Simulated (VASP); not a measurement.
# HfGe (P-6m2) in VASP: notebook

The runs below take HfGe through relaxation of cell and atoms, single point, with PBE, RPBE, HSE03.

Everything below comes from runs of VASP 6.6.1. Logs are shortened: lines on timing, memory, paths and dates and some standing lists are left out, and cuts for length are marked.

**1. The structure**

It takes space group P-6m2 (No. 187, hexagonal). The conventional cell has a = 3.934 Å, b = 3.934 Å, c = 3.510 Å, α = 90.00°, β = 90.00°, γ = 120.00°. Hf (site symmetry -6m2) is surrounded by 3 Ge at 2.27 Å. Ge (site symmetry -6m2) has 3 Hf at 2.27 Å as nearest neighbours.

The cell was built by a generator and needn't be a form met in nature.

**2. Relaxation of cell and atoms, PBE**

File INCAR:

```
ALGO = Normal
EDIFF = 1E-6
EDIFFG = -0.005
ENCUT = 600
GGA = PE
IBRION = 2
ISIF = 3
ISMEAR = 0
LASPH = True
LCHARG = False
LREAL = False
LWAVE = False
NELM = 100
NSW = 40
PREC = Accurate
SIGMA = 0.05
```

File KPOINTS:

```
k-points
0
Gamma
  8 8 8
```

File POSCAR:

```
HfGe
1.0
    3.9335093900      0.0000000000      0.0000000000
   -1.9667546900      3.4065190500      0.0000000000
    0.0000000000      0.0000000000      3.5096193900
Hf Ge
1 1
Direct
    0.0000000000      0.0000000000      0.5000000000
    0.3333333300      0.6666666700      0.5000000000
```

Potentials or basis: VASP PAW PBE potentials, release 64 (Hf_pv, Ge_d).

The run is started by

```sh
$ cat potpaw_PBE.64/Hf_pv/POTCAR potpaw_PBE.64/Ge_d/POTCAR > POTCAR
$ mpirun -np 1 vasp_std > vasp.out
```

OUTCAR:

```text
EDIFF = 1E-6
   EDIFFG = -0.005
   ENCUT = 600
   GGA = PE
   IBRION = 2
   ISIF = 3
   ISMEAR = 0
   LASPH = True
   LREAL = False
   NELM = 100
   NSW = 40
   PREC = Accurate

 ion  position               nearest neighbor table
   1  0.000  0.000  0.500-   2 2.27   2 2.27   2 2.27
   2  0.333  0.667  0.500-   1 2.27   1 2.27   1 2.27

  LATTYP: Found a hexagonal cell.
 ALAT       =     3.9335093900
 C/A-ratio  =     0.8922361795

  Lattice vectors:

 A1 = (   3.9335093900,   0.0000000000,   0.0000000000)
 A2 = (  -1.9667546900,   3.4065190500,   0.0000000000)
 A3 = (   0.0000000000,   0.0000000000,   3.5096193900)

Analysis of symmetry for initial positions (statically):
=====================================================================
 Subroutine PRICEL returns:
 Original cell was already a primitive cell.

 Routine SETGRP: Setting up the symmetry group for a
 hexagonal supercell.

 Subroutine GETGRP returns: Found 12 space group operations
 (whereof 12 operations were pure point group operations)
 out of a pool of 24 trial point group operations.

The static configuration has the point symmetry D_3h.

Analysis of symmetry for dynamics (positions and initial velocities):
=====================================================================
 Subroutine PRICEL returns:
 Original cell was already a primitive cell.

 Routine SETGRP: Setting up the symmetry group for a
 hexagonal supercell.

 Subroutine GETGRP returns: Found 12 space group operations
 (whereof 12 operations were pure point group operations)
 out of a pool of 24 trial point group operations.

The dynamic configuration has the point symmetry D_3h.

 Subroutine INISYM returns: Found 12 space group operations
 (whereof 12 operations are pure point group operations),
 and found     1 'primitive' translations

----------------------------------------------------------------------------------------

                                     Primitive cell

  volume of cell :      47.0274

  direct lattice vectors                    reciprocal lattice vectors
     3.933509390  0.000000000  0.000000000     0.254225909  0.146777397  0.000000000
    -1.966754690  3.406519050  0.000000000     0.000000000  0.293554795  0.000000000
     0.000000000  0.000000000  3.509619390     0.000000000  0.000000000  0.284931182

  length of vectors
     3.933509390  3.933509381  3.509619390     0.293554794  0.293554795  0.284931182

  position of ions in fractional coordinates (direct lattice)
     0.000000000  0.000000000  0.500000000
     0.333333330  0.666666670  0.500000000

  ion indices of the primitive-cell ions
   primitive index   ion index
                 1           1
[... 74 lines left out ...]
   LREAL  =      F    real-space projection
   EDIFFG = -.5E-02   stopping-criterion for IOM
   NSW    =     40    number of steps for IOM
   IBRION =      2    ionic relax: 0-MD 1-quasi-New 2-CG
   NFREE  =      1    steps in history (QN), initial steepest desc. (CG)
   ISIF   =      3    stress and relaxation
   ISYM   =      2    0-nonsym 1-usesym 2-fastsym
   POTIM  = 0.5000    time-step for ionic-motion
   TEBEG  =    0.0;   TEEND  =   0.0 temperature during run
   PSTRESS=    0.0 pullay stress
   NELECT =      24.0000    total number of electrons
   NUPDOWN=      -1.0000    fix difference up-down
   EMIN   =  10.00;   EMAX   =-10.00  energy-range for DOS
   EFERMI =   0.00;   METHOD = LEGACY
   ISMEAR =     0;   SIGMA  =   0.05  broadening in eV -4-tet -1-fermi 0-gaus
   EFERMI_NEDOS =   21; number of points for ismear=-14 and -15
   IALGO  =     38    algorithm
   IMIX   =      4    mixing-type and parameters
     AMIX     =   0.40;   BMIX     =  1.00
     AMIX_MAG =   1.60;   BMIX_MAG =  1.00
  volume/ion in A,a.u.               =      23.51       158.68
  Fermi-wavevector in a.u.,A,eV,Ry     =   1.308263  2.472258 23.287063  1.711551
  Thomas-Fermi vector in A             =   2.438941
   LORBIT       =      0    0 simple, 1 ext, 2 COOP (PROOUT), +10 PAW based schemes
   GGA     = PE    functional components
   LHFCALC =     F    Hartree Fock is set to
   AEXX    =    0.0000 exact exchange contribution
   IVDW    =     0    specifies the selected vdW correction
   LEPSILON=     F    determine dielectric tensor
   LRPA    =     F    only Hartree local field effects (RPA)
 conjugate gradient relaxation of ions
 non-spin polarized calculation
 Gauss-broadening in eV      SIGMA  =   0.05
  energy-cutoff  :      600.00
  volume of cell :       47.03
 maximum number of plane-waves:      1594
 NGX is ok and might be reduce to    32
   NGX = 15   NGY = 15   NGZ = 15

--------------------------------------- Ionic step        1  -------------------------------------------

 number of electron      23.9999995 magnetization

 Free energy of the ion-electron system (eV)
  ---------------------------------------------------
  ext. energy  EPLUGINS =         0.00000000
  ---------------------------------------------------
  free energy    TOTEN  =       -10.45416879 eV

  energy without entropy =      -10.45027017  energy(sigma->0) =      -10.45221948

 E-fermi :   3.9861     XC(G=0): -10.2225

 val. band max:        3.9835843227   @ k =   0.3750   0.1250   0.1250
 cond. band min:       3.9889822914   @ k =   0.3750   0.1250   0.3750
 fundamental gap:      0.0053979687
 Fermi energy:         3.9860689119

 k-point     1 :       0.0000    0.0000    0.0000
  band No.  band energies     occupation
      1     -26.7346      2.00000
      2     -26.7346      2.00000
      3     -26.5424      2.00000
      4     -19.8709      2.00000
      5     -19.8331      2.00000
      6     -19.8331      2.00000
[... 548 lines left out ...]
  FREE ENERGIE OF THE ION-ELECTRON SYSTEM (eV)
  ---------------------------------------------------
  free  energy   TOTEN  =       -13.0199828400 eV

  energy  without entropy=      -13.0184058582  energy(sigma->0) =      -13.01919435

[... ionic steps 4 to 11 ...]

--------------------------------------- Ionic step       12  -------------------------------------------

 number of electron      24.0000005 magnetization

------------------------ aborting loop because EDIFF is reached ----------------------------------------
[... 67 lines left out ...]
--------------------------------------- Ionic step       14  -------------------------------------------

 number of electron      24.0000004 magnetization

 Free energy of the ion-electron system (eV)
  ---------------------------------------------------
  ext. energy  EPLUGINS =         0.00000000
  ---------------------------------------------------
  free energy    TOTEN  =       -13.34834221 eV

  energy without entropy =      -13.34657631  energy(sigma->0) =      -13.34745926

 E-fermi :   2.9944     XC(G=0):  -9.6402

 val. band max:        2.9884416303   @ k =   0.3750   0.2500   0.2500
 cond. band min:       3.0765762132   @ k =   0.1250   0.0000   0.5000
 fundamental gap:      0.0881345829
 Fermi energy:         2.9944176383

 k-point     1 :       0.0000    0.0000    0.0000
  band No.  band energies     occupation
      1     -27.8781      2.00000
      2     -27.8781      2.00000
      3     -27.3212      2.00000
      4     -20.6841      2.00000
      5     -20.5703      2.00000
      6     -20.5703      2.00000
[... 476 lines left out ...]
  FREE ENERGIE OF THE ION-ELECTRON SYSTEM (eV)
  ---------------------------------------------------
  free  energy   TOTEN  =       -13.3483422054 eV

  energy  without entropy=      -13.3465763125  energy(sigma->0) =      -13.34745926

 reached required accuracy - stopping structural energy minimisation
```

CONTCAR:

```text
HfGe
   1.00000000000000
     4.6128575133751015    0.0000000009768028   -0.0000000000000000
    -2.3064287499780756    3.9948517783993562   -0.0000000000000000
    -0.0000000000000000    0.0000000000000000    2.9634301967011258
  Hf              Ge
     1     1
Direct
     1.0000000000000000    0.0000000000000000    0.5000000000000000
     0.3333333300000021    0.6666666699999979    0.5000000000000000

  0.00000000E+00  0.00000000E+00  0.00000000E+00
  0.00000000E+00  0.00000000E+00  0.00000000E+00
```

Wall time 3 min (1 thread of Intel Xeon Platinum 8488C (Sapphire Rapids), shared host); peak memory 0.22 GiB.

What came out:

```
Free energy                            : -13.3483 eV
Relaxed volume                         : 27.30 Å³/atom
Relaxed cell                           : a = 4.613 Å, b = 4.613 Å, c = 2.963 Å, α = 90.00°, β = 90.00°, γ = 120.00°
Space group after relaxing (to 0.05 Å) : P-6m2 (No. 187)
Energy gained by relaxing              : 1447.1 meV/atom
Ionic steps                            : 14
Pressure after relaxing                : 0.0 GPa
Band gap on the k mesh                 : none (metal or under the smearing width)
```

The path:
| step | energy change (eV) | largest force (eV/Å) | pressure (GPa) | volume (Å³) |
| --- | --- | --- | --- | --- |
| 1 | 0.0000 | 0.0000 | 37.00 | 47.03 |
| 2 | -0.8969 | 0.0000 | -11.15 | 89.41 |
| 3 | -2.5658 | 0.0000 | -5.38 | 64.87 |
| 4 | -2.5802 | 0.0000 | -4.45 | 63.75 |
| 5 | -2.5822 | 0.0000 | -3.53 | 62.88 |
| 6 | -2.8334 | 0.0000 | -2.35 | 58.11 |
| 7 | -2.8885 | 0.0000 | -1.00 | 55.90 |
| 8 | -2.8934 | 0.0000 | -0.50 | 55.09 |
| 9 | -2.8936 | 0.0000 | -0.46 | 54.88 |
| 10 | -2.8934 | 0.0000 | -0.31 | 54.72 |
| 11 | -2.8935 | 0.0000 | 0.48 | 54.16 |
| 12 | -2.8938 | 0.0000 | 0.14 | 54.44 |
| 13 | -2.8942 | 0.0000 | 0.03 | 54.58 |
| 14 | -2.8942 | 0.0000 | 0.01 | 54.61 |

Final structure:
```
Hf Ge
1.0
     4.61286    0.00000    0.00000
    -2.30643    3.99485    0.00000
     0.00000    0.00000    2.96343
Hf Ge
1 1
Direct
  0.00000 0.00000 0.50000
  0.33333 0.66667 0.50000
```

Levels at points of the mesh, in eV from the Fermi level:
```csv
k point,band 10,band 11,band 12,band 13,band 14,band 15
"(0.00, 0.00, 0.00)",-2.16,-2.16,-1.81,2.50,4.23,4.43
"(0.50, 0.00, 0.00)",-4.06,-1.29,-1.18,0.80,2.18,3.65
"(0.00, 0.00, 0.50)",-2.82,-0.61,-0.61,0.13,0.13,5.08
"(0.50, 0.00, 0.50)",-3.16,-1.19,-0.18,0.67,1.10,2.24
```

Caveat: the volume moved by over 15 % at a fixed basis, so the end points are rough.

(Continued in part 2 of 2.)
